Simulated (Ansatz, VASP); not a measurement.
**Cross-check of Tl (ladder Tl chain) between VASP and Ansatz**

Wanted: the spread between two codes on one cell, functional and k mesh. The structure shown is the start of the Ansatz relaxation below; VASP solves that cell, so the two are compared at the walk's first step. Other levels of theory on this material are compared in a session of their own.

Calculated with Ansatz 0.2.0; plane waves, with VASP 6.6.1 beside it; single point at r2SCAN.

### Step 1. The structure

The cell holds 2 atoms: 2 Tl. Its edges and angles: a = 9.000 Å, b = 7.500 Å, c = 2.838 Å, α = 90.0°, β = 90.0°, γ = 90.0°. Vacuum lies along a and b. The structure's axis is c.

### Step 2. Ansatz: relaxation, r2SCAN

Ansatz runs on its default PAW (the set named soft_2) files.

The two programs are compared at the cell with which this relaxation starts, whose forces are those of its first step.

The input, input.yaml:

```yaml
crystal:
  lattice:
    - [9.0, 0.0, 0.0]
    - [0.0, 7.5, 0.0]
    - [0.0, 0.0, 2.83765]
  atoms:
    - { symbol: Tl, position: [0.365311111, 0.5, 0.0], spin: 0.5 }
    - { symbol: Tl, position: [0.634688889, 0.5, 0.5], spin: 0.5 }
magnetization:
  spin_polarized: true
kpoints:
  mp_grid: { grid: [1, 1, 29] }
scf:
  occupations: { method: fermi_dirac, width: 0.05 }
hamiltonian:
  xc: r2scan
relax:
  cell: { fix: [a, b, alpha, beta, gamma] }
  max_steps: 60
```

Command:

```console
$ ansatz run input.yaml --threads 4 --pin off --max-ram 8192MiB --backend cpu --events-out ev --progress --plain --runs-dir out
```

Numbers of over 12 decimals in the logs are rounded to 6 here.

What it wrote:

```text
Engine: ansatz 0.2.0, x86_64-unknown-linux-gnu
Pseudopotentials: kind: paw
Pseudopotential: Tl, paw, valence charge 13, recommended cutoff 500 eV (meta_gga), Tl.paw.azcp
Functional definition: r2SCAN
  parameter k0 = 0.174
  parameter k1 = 0.065
  parameter a1 = 4.9479
  exchange = r2scan_x(k0 = k0, k1 = k1, a1 = a1)
  correlation = r2scan_c
Crystal: 2 atoms, lattice volume = 191.541 Å³
Basis set: ecut = 500 eV, 4877 PW (Γ), exchange–correlation on 288×240×96 points (64 copies of the dense FFT grid, shifted against one another)
Bands: 18, of which v1, the nominal top of the filled ones, is band 13 counted from 1 (12 counted from 0)
Symmetry: 8 space group operations
Space group: Pmma (ITA 51), of the structure as read, at distance tolerance 5.8e-5 Å
Magnetic group: BNS 51.289 (UNI 387), of the structure as read, at distance tolerance 5.8e-5 Å
k-points: 15 of 29
Non-local potential: Tl, projectors of the file, l = 0: 2, l = 1: 2, l = 2: 2, l = 3: 1
PAW form: soft (Blöchl's): semilocal exchange-correlation on the pseudo side does not see the compensation charge
PAW frozen core: Tl, regenerated for the run's functional (the file was generated under x = pbe(κ = 0.804, μ = 0.219515), c = pbe(β = 0.066725))
PAW one-centre angular grid: Tl, 590 points (default); XC on 160 Gauss nodes
Initial density: superposition of atomic densities (neutral atoms: chi_scale 0, normalization atom)
Starting moments: Σ|m| = 1 μB on 2 of 2 sites
Initial wavefunctions: pseudopotential atomic-orbital guess
Functional: x = r2scan, c = r2scan; τ floored in thin density (d = 2e-4 eV/Å³)
iter 1 solved again at ethr=1.14e-3 eV; its pass at ethr=3.10e-3 eV (dr2=2.97e-1 eV) is discarded
SCF iter   1: F=—  HF=-22915.188268 eV  |F-HF|=—  |Δ(HF+E_count)|=         —  Δρ=1.15e-2 (↑1.12e-2 ↓1.15e-2)  dr2=3.02e-1  dr2_τ=1.44e-2  dr2_m=1.89e-1  M=0.148 μB ∫|m|=0.148 μB  β_m=0.30  ethr=1.14e-3  ⟨swp⟩=1.0  Hψ=3948  notcnv=0
preconditioner: auto → LDOS  [metal: Δε(μ)=0.023 eV  Ē_g=14.192 eV  σ=0.050 eV  W_gap=0.11  n_scr=20 (ndim 8)  ℏωp=13.7 eV  f_vac=0.548  D(μ)=1.51/eV (n_scr^D=8)]
spin=Collinear: LDOS preconditioning applied to the charge; magnetization (m = ρ↑ − ρ↓) channel mixes plain (no charge-response kernel on spin).
SCF iter   2: F=—  HF=-22915.151444 eV  |F-HF|=—  |Δ(HF+E_count)|=   3.68e-2  Δρ=8.16e-3 (↑7.69e-3 ↓8.16e-3)  dr2=1.27e-1  dr2_τ=9.72e-4  dr2_m=9.31e-2  M=0.165 μB ∫|m|=0.165 μB  β_m=0.30  ethr=1.14e-3  ⟨swp⟩=3.1  Hψ=770  notcnv=0  κ⁻¹=1.0e0(r=1)
SCF iter   3: F=—  HF=-22915.188011 eV  |F-HF|=—  |Δ(HF+E_count)|=   3.66e-2  Δρ=5.68e-3 (↑5.10e-3 ↓5.68e-3)  dr2=2.71e-2  dr2_τ=3.89e-4  dr2_m=4.73e-2  M=0.149 μB ∫|m|=0.149 μB  β_m=0.30  ethr=4.88e-4  ⟨swp⟩=3.5  Hψ=1124  notcnv=0  defer=1  κ⁻¹=1.7e-2(r=2)
SCF iter   4: F=—  HF=-22915.211280 eV  |F-HF|=—  |Δ(HF+E_count)|=   2.33e-2  Δρ=3.85e-3 (↑3.69e-3 ↓3.85e-3)  dr2=2.09e-3  dr2_τ=1.34e-4  dr2_m=2.43e-2  M=0.125 μB ∫|m|=0.125 μB  β_m=0.30  ethr=1.04e-4  ⟨swp⟩=3.7  Hψ=1145  notcnv=0  defer=1  κ⁻¹=4.1e-3(r=3)
SCF iter   5: F=—  HF=-22915.220547 eV  |F-HF|=—  |Δ(HF+E_count)|=   9.27e-3  Δρ=2.73e-3 (↑2.62e-3 ↓2.73e-3)  dr2=1.65e-3  dr2_τ=5.32e-5  dr2_m=1.24e-2  M=0.115 μB ∫|m|=0.115 μB  β_m=0.30  ethr=8.05e-6  ⟨swp⟩=3.2  Hψ=971  notcnv=0  defer=1  κ⁻¹=7.1e-4(r=4)
SCF iter   6: F=—  HF=-22915.225687 eV  |F-HF|=—  |Δ(HF+E_count)|=   5.14e-3  Δρ=1.92e-3 (↑1.92e-3 ↓1.89e-3)  dr2=6.45e-5  dr2_τ=2.37e-5  dr2_m=6.36e-3  M=0.103 μB ∫|m|=0.103 μB  β_m=0.30  ethr=6.33e-6  ⟨swp⟩=3.1  Hψ=1124  notcnv=0  defer=2  κ⁻¹=4.1e-5(r=5)
SCF iter   7: F=—  HF=-22915.227573 eV  |F-HF|=—  |Δ(HF+E_count)|=   1.89e-3  Δρ=1.37e-3 (↑1.37e-3 ↓1.37e-3)  dr2=1.97e-5  dr2_τ=1.13e-5  dr2_m=3.28e-3  M=0.092 μB ∫|m|=0.092 μB  β_m=0.51  ethr=2.48e-7  ⟨swp⟩=2.4  Hψ=1161  notcnv=0  defer=2
Mixer restart at iter 7: flushing history
spin-set hold released at iteration 7 (site moments contracting): the magnetisation degrees of freedom join the quasi-Newton model from the next iteration; the mixer history was flushed
SCF iter   8: F=—  HF=-22915.229069 eV  |F-HF|=—  |Δ(HF+E_count)|=   1.50e-3  Δρ=7.30e-4 (↑7.25e-4 ↓7.30e-4)  dr2=9.88e-6  dr2_τ=3.66e-6  dr2_m=9.27e-4  M=0.075 μB ∫|m|=0.076 μB  β_m=0.94  ethr=7.60e-8  ⟨swp⟩=2.8  Hψ=958  notcnv=0  defer=2  κ⁻¹=1.0e0(r=1)
[...]
Crystal: 2 atoms, lattice volume = 201.187 Å³
Basis set: ecut = 500 eV, 5149 PW (Γ), exchange–correlation on 288×240×96 points (64 copies of the dense FFT grid, shifted against one another)
[...]
preconditioner: auto → LDOS  [metal: Δε(μ)=0.118 eV  Ē_g=13.373 eV  σ=0.050 eV  W_gap=0.47  n_scr=20 (ndim 8)  ℏωp=13.3 eV  f_vac=0.534  D(μ)=1.51/eV (n_scr^D=8)]
spin=Collinear: LDOS preconditioning applied to the charge; magnetization (m = ρ↑ − ρ↓) channel mixes plain (no charge-response kernel on spin).
[...]
SCF iter   7: F=-22915.874867 eV  HF=-22915.874867 eV  |F-HF|=4.46e-9  |Δ(HF+E_count)|=   3.76e-8  Δρ=8.70e-7 (↑8.29e-7 ↓8.70e-7)  dr2=5.92e-9  dr2_τ=4.49e-11  dr2_m=2.06e-11  M=-0.000 μB ∫|m|=0.000 μB  ethr=2.72e-11  ⟨swp⟩=4.6  Hψ=1860  notcnv=0
[...]
Initial wavefunctions: pseudopotential atomic-orbital guess (no wavefunctions were taken with the density)
iter 1 solved again at ethr=1.10e-7 eV; its pass at ethr=3.10e-3 eV (dr2=2.85e-5 eV) is discarded
SCF iter   1: F=—  HF=-22915.874272 eV  |F-HF|=—  |Δ(HF+E_count)|=         —  Δρ=1.42e-5 (↑1.42e-5 ↓1.42e-5)  dr2=2.76e-7  dr2_τ=3.40e-7  dr2_m=2.07e-11  M=-0.000 μB ∫|m|=0.000 μB  β_m=0.60  ethr=1.10e-7  ⟨swp⟩=3.7  Hψ=4488  notcnv=0
preconditioner: auto → LDOS  [metal: Δε(μ)=0.121 eV  Ē_g=13.392 eV  σ=0.050 eV  W_gap=0.48  n_scr=20 (ndim 8)  ℏωp=13.3 eV  f_vac=0.534  D(μ)=1.49/eV (n_scr^D=8)]
spin=Collinear: LDOS preconditioning applied to the charge; magnetization (m = ρ↑ − ρ↓) channel mixes plain (no charge-response kernel on spin).
SCF iter   2: F=—  HF=-22915.874809 eV  |F-HF|=—  |Δ(HF+E_count)|=   5.37e-4  Δρ=9.86e-6 (↑9.85e-6 ↓9.86e-6)  dr2=8.40e-8  dr2_τ=4.54e-8  dr2_m=6.85e-12  M=-0.000 μB ∫|m|=0.000 μB  β_m=0.65  ethr=1.06e-9  ⟨swp⟩=3.0  Hψ=1140  notcnv=0  κ⁻¹=1.0e0(r=1)
SCF iter   3: F=—  HF=-22915.874985 eV  |F-HF|=—  |Δ(HF+E_count)|=   1.76e-4  Δρ=6.29e-6 (↑6.28e-6 ↓6.29e-6)  dr2=3.06e-8  dr2_τ=1.85e-8  dr2_m=1.60e-12  M=-0.000 μB ∫|m|=0.000 μB  β_m=0.65  ethr=3.23e-10  ⟨swp⟩=3.0  Hψ=1134  notcnv=0  κ⁻¹=7.2e-2(r=2)
SCF iter   4: F=—  HF=-22915.875056 eV  |F-HF|=—  |Δ(HF+E_count)|=   7.06e-5  Δρ=3.15e-6 (↑3.15e-6 ↓3.15e-6)  dr2=1.33e-8  dr2_τ=4.62e-9  dr2_m=2.69e-13  M=-0.000 μB ∫|m|=0.000 μB  β_m=0.96  ethr=1.18e-10  ⟨swp⟩=3.0  Hψ=1141  notcnv=0  κ⁻¹=6.4e-3(r=3)
SCF iter   5: F=—  HF=-22915.875057 eV  |F-HF|=—  |Δ(HF+E_count)|=   1.87e-6  Δρ=3.27e-7 (↑3.26e-7 ↓3.27e-7)  dr2=5.98e-10  dr2_τ=3.01e-11  dr2_m=1.12e-14  M=-0.000 μB ∫|m|=0.000 μB  β_m=0.38  ethr=5.11e-11  ⟨swp⟩=3.0  Hψ=1070  notcnv=0  κ⁻¹=7.0e-4(r=4)
SCF iter   6: F=—  HF=-22915.875057 eV  |F-HF|=—  |Δ(HF+E_count)|=   6.13e-9  Δρ=1.12e-7 (↑1.12e-7 ↓1.11e-7)  dr2=1.71e-10  dr2_τ=1.60e-12  dr2_m=4.25e-15  M=-0.000 μB ∫|m|=0.000 μB  β_m=0.69  ethr=2.30e-12  ⟨swp⟩=3.1  Hψ=966  notcnv=0  κ⁻¹=1.3e-4(r=5)
SCF iter   7: F=—  HF=-22915.875057 eV  |F-HF|=—  |Δ(HF+E_count)|=   1.42e-9  Δρ=6.77e-8 (↑6.77e-8 ↓6.73e-8)  dr2=7.61e-11  dr2_τ=6.46e-13  dr2_m=2.30e-15  M=0.000 μB ∫|m|=0.000 μB  β_m=0.30  ethr=1.00e-12  ⟨swp⟩=2.2  Hψ=642  notcnv=0  κ⁻¹=5.8e-6(r=6)
SCF iter   8: F=-22915.875057 eV  HF=-22915.875057 eV  |F-HF|=1.24e-10  |Δ(HF+E_count)|=  8.26e-10  Δρ=2.04e-8 (↑2.03e-8 ↓2.04e-8)  dr2=9.45e-12  dr2_τ=7.03e-14  dr2_m=1.05e-14  M=0.000 μB ∫|m|=0.000 μB  ethr=1.00e-12  ⟨swp⟩=4.0  Hψ=2480  notcnv=0
the starting moments were not kept: the SCF closed with an absolute magnetisation of 6.5e-8 μB, where they sum to 1 μB in size (2 sites). That is at most 0.1 of that sum. Measured as dr2_m measures the in/out step, that magnetisation stands 2.2e-16 eV from none, at or under the dr2_threshold of 2.0e-11 eV: it is no larger than a step whose dr2_m would equal this threshold.
SCF 7 converged in 8 iterations: F = -22915.875057 eV  dr2 = 9.45e-12
relax step   7: F+E_penalty+E_count = -22915.87505746 eV  Δ(F+E_penalty+E_count) = -1.904e-4 eV  max|allowed force component| = 9.397e-4 eV/Å  Δτ_max = 0.0000 Å  P = -0.223 GPa  Ω = 201.187 Å³  fix = [a, b, alpha, beta, gamma]  reactions: a -0.898, b +0.230 GPa  stress off target by 4.07e-4 GPa on what of the cell is left free  SCF on the basis re-selected at this cell (its energy is not comparable with the rows above)  (8 SCF iters)
basis re-selected at this cell: Δ(F+E_penalty+E_count) = -1.904e-4 eV, ΔP = +0.001 GPa vs the last step (what re-selecting the basis moved, of the pressure what is left beyond the Pulay correction that the steps carried, after the strain that the cell walked since its last selection, with what the two solves' SCF thresholds leave and, on support functions, any second-order correction that the steps lacked; it is no m [...]
SCF converged after 8 iterations
Stability not checked: this state was not tested for a lower state beside it, because the mixer in use, unlike msr1, does not test its closes by its own steps (another_mixer; see scf.mixing.algorithm and scf.lower_state_search)
Magnetization: 0.0000 μB (13.0000 up, 13.0000 down)
Absolute magnetization: 0.0000 μB (∫|ρ↑−ρ↓|, with the PAW one-centre terms)
Spin contamination: 0.0000 ħ² per cell (⟨S²⟩ above its minimum at these occupations)
Per-site moments (μB) at R_I (Å): [(1.6397412875567867e-9, 1.229474), (1.63974136496567e-9, 1.229474)]
Free energy (F): -22915.875057 eV
Harris-Foulkes:  -22915.875057 eV  (|F-HF|=1.24e-10)
Internal energy: -22915.862839 eV  (E = F + TS)
E sigma→0 (E₀):  -22915.868948 eV
Entropy (-TS):   -0.012219 eV (-6.109 meV/atom)
Fermi energy:    0.320837 eV
--- Per-component energies (eV) ---
  E_band       = -261.164751
  E_kinetic    = 666.870915
  E_local      = -4349.502835  (includes V_loc(G=0)·N_el)
  E_nonlocal   = 634.606362
  E_hartree    = 1816.206142
  E_xc         = -434.910349
  E_vxc        = -311.635283  (∫ρ·V_xc dr)
  E_paw        = -20383.468120  (= ΣΔE_a)
  E_vpaw       = -559.035612  (= ΣTr[D̂ρ^β])
  E_aug_tail   = 0.000036  (compensation charges beyond the density's cutoff)
  E_vtau       = 25.119469  (kinetic-family band-sum trace: ∫τ·v_τ [+ j·A + Jᵃ·Aᵃ] dr)
  E_ewald      = -867.744510
  E_core_change = 2.079522  (= ΣΔE_core)
  E_smearing   = -0.012219  (= −TS)
  E_closure    = -0.000000  (closes the sum)
  Σ components = -22915.875057   (vs F -22915.875057, Δ=0.00e0)
--- Forces (eV/Å), atoms counted from 1 ---
  atom   1  Tl     0.00093972     0.00000000     0.00000000
  atom   2  Tl    -0.00093972     0.00000000     0.00000000
  max |Σ_I F_I| component: 1.08e-19 eV/Å
--- Stress (GPa, compression-positive) ---
       -0.898454       0.000000       0.000000
        0.000000       0.229785       0.000000
        0.000000       0.000000       0.000407
  P = ⅓ Tr σ = -0.2228 GPa (-2.228 kbar)
--- Relaxed structure (6 steps of the walk, 6 accepted, 1 SCFs on fresh bases) ---
  F+E_penalty+E_count = -22915.87505746 eV   max|allowed force component| = 9.397e-4 eV/Å   (the final SCF, on the basis selected at the relaxed cell)
  cell:  # Å, volume = 201.1866 Å³
    - [9.0, 0.0, 0.0]
    - [0.0, 7.5, 0.0]
    - [0.0, 0.0, 2.980543]
  atoms:
    - { symbol: Tl, position: [0.330649, 0.5, 0.0] }
    - { symbol: Tl, position: [0.669351, 0.5, 0.500000] }
```

(Part 1 of 2 ends here.)

[Lines on the potential files, build, host, timing and source positions are cut from VASP's logs without a mark.]

[Logs are printed without paths, hosts, clocks, repeated set-up lines and the standing remarks that a program may print on its own settings, such as how far it seeks lower states.]

[Hosts, paths, dates, database ids (printed as entryN), source tags and the programs' standing remarks are cut or masked in the printed files.]
